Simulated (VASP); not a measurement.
Write the native input for VASP 6.6.1 that does the following.

```
Task                   : single point
Functional             : PBE
Potentials or basis    : VASP PAW PBE potentials, release 64 (Si)
Cutoff                 : 520 eV
k mesh                 : 10 × 10 × 10
Occupations            : gaussian, width 0.01 eV
Spin                   : no spin polarisation
Dipole correction      : no
Further INCAR settings : ALGO = Fast; EDIFF = 1e-07; NBANDS = 11
```

The structure of Si lies in POSCAR:

```
Si
1.0
    0.0000000000      2.7351084681      2.7351084681
    2.7351084681      0.0000000000      2.7351084681
    2.7351084681      2.7351084681      0.0000000000
Si
2
Direct
    0.0000000000      0.0000000000      0.0000000000
    0.2500000000      0.2500000000      0.2500000000
```

The cell was built by a generator and needn't be a form met in nature.

These files were run (other wordings do the same):

INCAR

```
SYSTEM = Si
PREC = Accurate ; ENCUT = 520
EDIFF = 1E-7 ; ISMEAR = 0
SIGMA = 0.01 ; LREAL = .False.
LASPH = .True. ; NELM = 100
ALGO = Fast ; ISIF = 2
LWAVE = .False. ; LCHARG = .False.
GGA = PE ; NBANDS = 11
```

KPOINTS

```
Automatic mesh
0
Gamma
  10 10 10
  0 0 0
```

Potentials or basis: VASP PAW PBE potentials, release 64 (Si).

Command:

```sh
$ cat potpaw_PBE.64/Si/POTCAR > POTCAR
$ mpirun -np 1 vasp_std > vasp.out
```

Results of the run:

| Item | Value |
| --- | --- |
| Pressure | -0.1 GPa |
| Band gap on the k mesh | 0.62 eV, indirect (least direct gap 2.56 eV) |

Wall time 33 s on 1 thread of AMD EPYC 7R43 64-Core Processor (Zen 3), with other jobs on the host, peak memory 0.12 GiB.
